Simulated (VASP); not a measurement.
Here is the system:

```yaml
crystal:
  lattice:
    - [0.00000, 2.66693, 2.66693]
    - [2.66693, 0.00000, 2.66693]
    - [2.66693, 2.66693, 0.00000]
  atoms:
    - { symbol: Mg, position: [0.00000, 0.00000, 0.00000] }
    - { symbol: Se, position: [0.50000, 0.50000, 0.50000] }
```

Calculation: HSE06 screened hybrid, VASP's PBE PAW potentials (set 64) (plane waves; VASP). Run with 520 eV cut-off, 6×6×6 Γ-centred mesh, Gaussian smearing of 0.050 eV, potentials Mg Se.

Task: Give the stress tensor in GPa (positive for a compressed cell).

Result: 
```
5.29  0.00  0.00
0.00  5.29  0.00
0.00  0.00  5.29
```
The pressure is its mean diagonal, 5.29 GPa.

The compound is MgSe in the rock salt structure. This cell is one point of a volume scan, at 0.91 of the reference volume. The cell's shape comes from a PBE relaxation.
